The row at 22.02 looks wrong. Its energy, 19.58 meV/atom above the fitted minimum, is twice the 9.82 meV/atom at 24.83, although these are the two ends of an evenly spaced set of volumes. Yet the row belongs on the same smooth curve as the others. Two things make the ends unequal: they lie at different distances from the minimum, and the crystal is stiffer when squeezed than when stretched.

MgSe₃ (space group P6/mmm) in VASP 6.6.1 with PBE and PAW potentials, no spin polarisation, a 520 eV cutoff, a 6×6×8 k mesh and Fermi-Dirac smearing of 0.05 eV. The cell is scaled at fixed shape and fractional atomic positions, and energies are counted from the minimum of the equation-of-state fit.

| volume (Å³/atom) | energy (meV/atom) | pressure (GPa) |
| --- | --- | --- |
| 22.02 | 19.580 | 4.260 |
| 22.49 | 9.350 | 2.840 |
| 22.96 | 3.020 | 1.570 |
| 23.43 | 0.210 | 0.420 |
| 23.90 | 0.600 | -0.630 |
| 24.37 | 3.900 | -1.570 |
| 24.83 | 9.820 | -2.420 |

The first cause is a matter of where the volumes were placed. They are centred on the given cell, at 23.43 Å³/atom, but the energy is lowest at 23.60. The smallest volume therefore lies 1.58 Å³/atom below the minimum, and the largest only 1.23 above it. Even a perfectly symmetrical curve would give unequal end rows here.

To see how unequal, take a solid of constant stiffness, meaning here that every added Å³ changes the pressure by the same amount. With energy $E$ and volume $V$ both counted per atom, the pressure is the downhill slope of the energy, $P=-\mathrm{d}E/\mathrm{d}V$. The bulk modulus, $B=-V\,\mathrm{d}P/\mathrm{d}V$, tells how strongly the pressure answers a change of volume. If the pressure grows in proportion to the distance from the minimum $V_0$, then $P=-B_0(V-V_0)/V_0$, where $B_0$ is the modulus at the minimum. Adding up the work done against this pressure gives a parabola, $E=B_0(V-V_0)^2/(2V_0)$.

The reported modulus of 53.1 GPa equals 0.331 eV/Å³. At the smallest volume the parabola then gives $0.331\times1.58^2/(2\times23.60)=0.0175$ eV, or 17.5 meV/atom. That is about 10 % below the tabulated energy. At the largest volume the same formula comes out 8 % too high.

Both constants come from an equation-of-state fit to these same seven energies, so closeness near the minimum is no surprise. What matters is the opposite sign of the two misses: squeezing costs more than constant stiffness allows, and stretching costs less. The parabola makes the ratio of the end energies 1.65, while the table has 1.99. Unequal distance thus accounts for most of the lopsidedness, and a real change of stiffness for the rest. The printed output below compares the parabola with every row.

The pressures show this change of stiffness without any reference to the minimum. The first step in volume lowers the pressure by 1.42 GPa, the last by only 0.85 GPa, and the drop shrinks at every step between. Put as a local bulk modulus, the crystal softens from about 67 to 45 GPa across the series.

The usual explanation lies in the different reach of attraction and repulsion. Attraction comes from electrons shared between atoms and from opposite charges, and it weakens gradually as the atoms move apart. Repulsion grows as occupied orbitals on neighbouring atoms overlap: the Pauli principle forces the electrons into states of higher kinetic energy. Because overlap depends on the thin outer tails of the atomic densities, this cost changes steeply with distance.

A short argument shows why such a balance must be lopsided. Let the repulsive energy be $R$, falling exponentially with volume at a rate $a$, and let the attraction lower the energy by an amount $A$ that also falls exponentially, at a rate $b$. At the minimum the two slopes cancel, so $aR=bA$. The curvature there is $a^2R-b^2A=aR(a-b)$, which is positive only if the repulsion is the steeper of the two. The curvature then changes with volume as $-aR(a^2-b^2)$, which is negative under the same condition. In this picture, whatever gives the crystal a stable volume also makes it soften as it opens.

A diatomic molecule such as Cl₂ is the simpler relative. Its energy rises steeply when the bond is shortened and more gently when it is lengthened, for the same reason. The likeness holds for the shape of the curve near the minimum. It doesn't extend to the size of the stiffness, since the molecule has one bond, whereas the crystal changes many contacts at once.

In this calculation all those contacts change by the same factor, because the cell keeps its shape and the atoms keep their relative positions. The shortest, between selenium atoms, grows from 2.69 to 2.80 Å over the whole series. A change of only 4 % in length is thus enough to take a third off the local bulk modulus. Magnesium has twelve selenium neighbours at 3.28 Å in the given cell, and those distances stretch in step. The curve records the sum of all these changes and doesn't assign the softening to one kind of contact.

The fixed positions also limit what the modulus means. Each selenium atom has four equal selenium neighbours, at distances well above the roughly 2.3 to 2.4 Å of an ordinary single bond. The atoms are not free to draw together into pairs or chains, and whether they would do so is untested. The modulus therefore belongs to this imposed arrangement. Letting the cell change its proportions as well would usually make it softer, because the crystal could then yield along its easier direction.

For someone who needs a pressure rather than an energy, the change of stiffness matters more. At the smallest volume the straight-line pressure of the parabola is $53.1\times1.58/23.60=3.6$ GPa, about 17 % less than the tabulated 4.26 GPa. At the largest volume it overstates the pull needed to hold the cell open by about 14 %. The error is greater than in the energy because the energy adds up the whole path from the minimum, including the part where the straight line is still good.

A better rule comes from the rate of stiffening: each added GPa of pressure raises the modulus by about 4 GPa. Near the minimum this means that squeezing the volume by 1 % stiffens the crystal by about 4 %. The energies give a rate of 3.9 and the pressures 4.1. Most of this small difference arises because the pressures follow the free energy, which includes the entropy of electrons spread over levels near the Fermi energy, while the tabulated energies do not follow it exactly.

The same reasoning gives a first guess for a neighbouring crystal that is scaled uniformly and stays in one phase. Its energy should rise faster on the compressed side, and its pressure steps should shrink as the cell opens. How quickly they shrink, relative to their own size, depends in the picture above on $a+b$, the sum of the rates at which repulsion and attraction fade, not on how large the two energies are. A soft solid can therefore have as lopsided a curve as a hard one.

Output of the analysis:

```
Step from the row before to this row:
    row  pressure drop GPa  local bulk modulus GPa  extra pressure from smearing GPa
  22.49               1.42                   67.48                           0.04653
  22.96               1.27                   61.63                           0.03182
  23.43               1.15                   56.96                           0.02361
   23.9               1.05                   53.06                           0.02087
  24.37               0.94                   48.44                           0.02224
  24.83               0.85                   44.64                           0.02497
Constant-stiffness parabola against the table:
    row  Se-Se contact A  parabola meV/atom  table less parabola meV/atom
  22.02            2.691              17.54                         2.039
  22.49             2.71               8.66                        0.6904
  22.96            2.729              2.881                        0.1392
  23.43            2.747             0.2042                      0.005827
   23.9            2.765             0.6298                      -0.02977
  24.37            2.783              4.158                       -0.2576
  24.83            2.801              10.61                       -0.7943
Distance of the smallest volume from the minimum, A^3/atom: 1.581
Distance of the largest volume from the minimum, A^3/atom: 1.229
Energy ratio of the end rows, table: 1.994
Energy ratio of the end rows, parabola: 1.653
Fall of the pressure drop from first to last step, percent: 40.14
Fall of the local bulk modulus from first to last step, percent: 33.85
Growth of volume over the whole grid, percent: 12.76
Growth of every contact over the whole grid, percent: 4.085
Modulus gained per GPa of pressure, from the pressures: 4.119
Modulus gained per GPa of pressure, reported fit to energies: 3.923
Volume of zero pressure between the rows, A^3/atom: 23.62
Work of the mean pressure over the first step, meV/atom: 10.38
Fall of energy over the first step, meV/atom: 10.23
Fall of free energy over the first step, meV/atom: 10.36
```
